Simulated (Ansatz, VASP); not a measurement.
# CuSb: VASP beside Ansatz, part 2 of 2

Wanted: the spread between two codes on one cell, functional and k mesh. The cell is invented: As first built, before any earlier steps moved the atoms (in the runner's words): it takes the TlAs structure with all of its atoms replaced by other elements, volume scaled by an estimate. It may not be a known or stable phase. The cell is taken from a series of VASP runs on this material, whose earlier steps may have relaxed, scaled or displaced it; both programs get it as it stands.

VASP 6.6.1 and Ansatz 0.2.0.

So far: The starting structure; VASP: zone-centre phonons, PBEsol.

### 3. Ansatz: zone-centre phonons, PBEsol

Level of this step: Ansatz beside VASP: Kohn-Sham DFT, plane waves, PBEsol (Ansatz).

Ansatz runs on its default PAW (the set named soft_2) files.

The same cell, functional, mesh and smearing now go to Ansatz, which takes its cutoff from its data sets.

input.yaml reads:

```yaml
crystal:
  lattice:
    - [0.0, 2.8791256596, 2.8791256596]
    - [2.8791256596, 0.0, 2.8791256596]
    - [2.8791256596, 2.8791256596, 0.0]
  atoms:
    - { symbol: Sb, position: [0.75, 0.75, 0.75] }
    - { symbol: Cu, position: [0.0, 0.0, 0.0] }
hamiltonian:
  xc: pbesol
  pseudopotentials: { kind: paw }
kpoints:
  mp_grid: { grid: [8, 8, 8] }
scf:
  occupations: { method: gaussian, width: 0.05 }
phonons:
  method: dfpt
  qpoints: [[0, 0, 0]]
```

Run with:

```bash
ansatz run input.yaml --threads 4 --pin off --max-ram 9216MiB --backend cpu --events-out ev --progress --plain --runs-dir out
```

Numbers of over 12 decimals in the logs are rounded to 6 here.

Log:

```text
zone centre: on kpoints.mp_grid the ground state, and the responses unless they are solved on pairs of k-points, stand on 59 of the mesh's 512 k-points, reduced under 8 symmetry operations, with k and −k counted as one. Each operation leaves every solved displacement unchanged or reverses it
Engine: ansatz 0.2.0, aarch64-unknown-linux-gnu
Pseudopotentials: kind: paw
Pseudopotential: Sb, paw, valence charge 15, recommended cutoff 420 eV (normal), Sb.paw.azcp
Pseudopotential: Cu, paw, valence charge 19, recommended cutoff 420 eV (normal), Cu.paw.azcp
Functional definition: PBEsol
  exchange = pbesol_x
  correlation = pbesol_c
Crystal: 2 atoms, lattice volume = 47.732 Å³
Basis set: ecut = 420 eV, 941 PW (Γ), exchange–correlation on 60×60×60 points (8 copies of the dense FFT grid, shifted against one another)
Bands: 21, of which v1, the nominal top of the filled ones, is band 17 counted from 1 (16 counted from 0)
Symmetry: 24 space group operations
k-points: 59 of 512 (irreducible under 8 space group operations, time reversal used)
Non-local potential: Sb, projectors of the file, l = 0: 2, l = 1: 2, l = 2: 2, l = 3: 2
Non-local potential: Cu, projectors of the file, l = 0: 3, l = 1: 2, l = 2: 3, l = 3: 1
PAW form: soft (Blöchl's): semilocal exchange-correlation on the pseudo side does not see the compensation charge
PAW frozen core: Sb, regenerated for the run's functional, and the local potential with it (the file was generated under x = pbe(κ = 0.804, μ = 0.219515), c = pbe(β = 0.066725))
PAW frozen core: Cu, regenerated for the run's functional, and the local potential with it (the file was generated under x = pbe(κ = 0.804, μ = 0.219515), c = pbe(β = 0.066725))
PAW one-centre angular grid: Sb, 590 points (default); XC on 64 Gauss nodes
PAW one-centre angular grid: Cu, 590 points (default); XC on 64 Gauss nodes
Initial density: superposition of atomic densities (neutral atoms: chi_scale 0, normalization atom), corrected by the library's trained network
Initial wavefunctions: pseudopotential atomic-orbital guess
Functional: x = pbesol(κ = 0.804, μ = 0.123457), c = pbesol(β = 0.046)
SCF iter   1: F=—  HF=-12996.097519 eV  |F-HF|=—  |Δ(HF+E_count)|=         —  Δρ=1.13e-2  dr2=3.76e-2  ethr=1.77e-3  ⟨swp⟩=5.9  Hψ=5576  notcnv=0
preconditioner: auto → LDOS  [metal: Δε(μ)=0.036 eV  Ē_g=8.652 eV  σ=0.050 eV  W_gap=0.36  n_scr=14 (ndim 8)  ℏωp=21.5 eV  f_vac=0.067  D(μ)=2.79/eV (n_scr^D=26)  β→1.0]
SCF iter   2: F=—  HF=-12996.111450 eV  |F-HF|=—  |Δ(HF+E_count)|=   1.39e-2  Δρ=1.88e-2  dr2=8.94e-2  ethr=1.11e-4  ⟨swp⟩=2.0  Hψ=2931  notcnv=0  defer=19
SCF iter   3: F=—  HF=-12996.090334 eV  |F-HF|=—  |Δ(HF+E_count)|=   2.11e-2  Δρ=3.70e-3  dr2=4.24e-3  ethr=1.11e-4  ⟨swp⟩=2.0  Hψ=2440  notcnv=0  defer=19
SCF iter   4: F=—  HF=-12996.089576 eV  |F-HF|=—  |Δ(HF+E_count)|=   7.58e-4  Δρ=6.35e-4  dr2=1.59e-4  ethr=1.25e-5  ⟨swp⟩=2.0  Hψ=1890  notcnv=0  defer=19
SCF iter   5: F=—  HF=-12996.089544 eV  |F-HF|=—  |Δ(HF+E_count)|=   3.19e-5  Δρ=1.11e-4  dr2=3.02e-6  ethr=4.69e-7  ⟨swp⟩=2.2  Hψ=1988  notcnv=0  defer=19
SCF iter   6: F=—  HF=-12996.089533 eV  |F-HF|=—  |Δ(HF+E_count)|=   1.05e-5  Δρ=2.66e-5  dr2=2.37e-7  ethr=8.90e-9  ⟨swp⟩=2.2  Hψ=1731  notcnv=0  defer=19
SCF iter   7: F=—  HF=-12996.089533 eV  |F-HF|=—  |Δ(HF+E_count)|=   1.67e-8  Δρ=1.09e-5  dr2=4.83e-8  ethr=6.97e-10  ⟨swp⟩=1.0  Hψ=1220  notcnv=0  defer=19
SCF iter   8: F=—  HF=-12996.089533 eV  |F-HF|=—  |Δ(HF+E_count)|=   7.07e-9  Δρ=2.59e-6  dr2=2.30e-9  ethr=1.42e-10  ⟨swp⟩=2.3  Hψ=1508  notcnv=0  defer=19
SCF iter   9: F=—  HF=-12996.089533 eV  |F-HF|=—  |Δ(HF+E_count)|=  1.13e-10  Δρ=9.32e-7  dr2=3.06e-10  ethr=6.77e-12  ⟨swp⟩=1.7  Hψ=1455  notcnv=0  defer=19
SCF iter  10: F=-12996.089533 eV  HF=-12996.089533 eV  |F-HF|=5.46e-12  |Δ(HF+E_count)|=  5.46e-11  Δρ=8.26e-8  dr2=3.12e-12  ethr=1.00e-12  ⟨swp⟩=6.6  Hψ=6548  notcnv=0
SCF 1 converged in 10 iterations: F = -12996.089533 eV  dr2 = 3.12e-12
  greatest PAW one-centre occupation: 1.000 electrons in one spin orbital (limit 2), on the Cu atom at site 1 (counted from 0), in its partial waves of l = 0
DFPT response loops at Γ: preconditioner auto → Kerker (q_TF=auto, 2.578 Å⁻¹) (partly filled bands, converged f_vac=0.048); β = 1.00, the filter's whole step (`scf.mixing.beta` (0.50) is not read by the response loops under this deck's `scf.mixing.preconditioner`; to damp them name `kerker` or `kerker_dos`, under which they read `scf.mixing.beta`, and type it under 1.00, their step now; both keys bind the ground state too); Broyden in place of MSR1
SCF converged after 10 iterations
Free energy (F): -12996.089533 eV
Harris-Foulkes:  -12996.089533 eV  (|F-HF|=5.46e-12)
Internal energy: -12996.085924 eV  (E = F + TS)
E sigma→0 (E₀):  -12996.087729 eV
Entropy (-TS):   -0.003609 eV (-1.804 meV/atom)
Fermi energy:    9.246127 eV
--- Per-component energies (eV) ---
  E_band       = -677.334949
  E_kinetic    = 507.547741
  E_local      = -7168.844164  (includes V_loc(G=0)·N_el)
  E_nonlocal   = 756.248550
  E_hartree    = 3191.888623
  E_xc         = -225.752438
  E_vxc        = -211.063891  (∫ρ·V_xc dr)
  E_paw        = -6126.825098  (= ΣΔE_a)
  E_vpaw       = -945.000571  (= ΣTr[D̂ρ^β])
  E_aug_tail   = 0.000280  (compensation charges beyond the density's cutoff)
  E_ewald      = -3930.887478
  E_core_change = 0.538059  (= ΣΔE_core)
  E_smearing   = -0.003609  (= −TS)
  E_closure    = 0.000000  (closes the sum)
  Σ components = -12996.089533   (vs F -12996.089533, Δ=0.00e0)
--- Band table (eV; the first three rows and the last of 59) ---
  k-point 0: bands = [... 13 lower, 6.1931, 6.1931, 11.9341, 11.9341, 11.9341, 13.9870, 15.0595, 15.0595]
  k-point 1: bands = [... 13 lower, 6.1863, 6.1863, 10.3124, 11.6046, 11.6046, 14.2226, 15.4675, 15.4675]
  k-point 2: bands = [... 13 lower, 6.1807, 6.1807, 8.1981, 11.0166, 11.0166, 13.8116, 15.9325, 15.9325]
  k-point 58: bands = [... 13 lower, 6.1459, 6.3536, 6.6378, 7.3637, 7.8483, 15.7101, 16.6180, 16.6224]
--- Phonons (Γ-DFPT): 2 representative perturbations + reference, on 59 of 512 k-points (Σ response iterations 6) ---
  k mesh reduced under 8 symmetry operations, with k and −k counted as one. Each operation leaves every solved displacement unchanged or reverses it
  ASR residual: 9.175e-6 → 0.000e0 eV/Å²; symmetrization residual: 1.758e-6 eV/Å²
  ASR residual per site (eV/Å²): 4.98e-6 9.17e-6
  Γ frequencies (cm⁻¹): 0.00 0.00 0.00 199.94 199.94 199.94
  non-analytic LO–TO correction: not included (Born effective charges unavailable; polar crystals: no LO–TO splitting at Γ)
--- Phonons (arbitrary-q DFPT): 1 explicit q-point ---
  q = [0, 0, 0] (of the zone-centre solve; hermiticity 5.73e-7, symmetrization 3.98e-13): -0.00 0.00 0.00 199.94 199.94 199.94
  sum rule: each row above includes the acoustic sum rule's correction from the zone centre's row sums; it moved no ω² by more than (0.20 cm⁻¹)²
```

The job ended after 12 s (4 threads of Arm Neoverse V1, shared host; peak memory 0.51 GiB).

### 4. Differences

Known differences besides the potentials themselves: the data sets hold 34 valence electrons in Ansatz (default PAW (the set named soft_2) files) and 16 in VASP; the cutoff is 420 eV in Ansatz and 400 eV in VASP; Ansatz makes its cores anew for this functional, VASP keeps those of its PBE data sets; VASP leaves aspherical gradient terms in its spheres out (LASPH is not set), Ansatz keeps them. Total energies have different zeros and are not compared.

Compared:

| quantity | Ansatz | VASP | difference |
| --- | --- | --- | --- |
| optical mode 1 to 3 (cm⁻¹) | 199.9 | 199.0 | +0.45 % |

Modes are paired by rising frequency and degeneracy, not by their patterns, so a pair may still set unlike modes beside each other.

### 5. Outcome

| Property | Result |
| --- | --- |
| r.m.s. difference of the optical zone-centre modes, each program's sorted by frequency (zone-centre phonons, PBEsol) | 0.89 cm⁻¹ |

What this shows: The r.m.s. difference of the optical zone-centre modes, each program's sorted by frequency is 0.89 cm⁻¹ (zone-centre phonons, PBEsol). How closely two codes agree says nothing of how well the functional describes the real material.

[Lines on the potential files, build, host, timing and source positions are cut from VASP's logs without a mark.]

[Logs are printed without paths, hosts, clocks, repeated set-up lines and the standing remarks that a program may print on its own settings, such as how far it seeks lower states.]

[Hosts, paths, dates, database ids (printed as entryN), source tags and the programs' standing remarks are cut or masked in the printed files.]
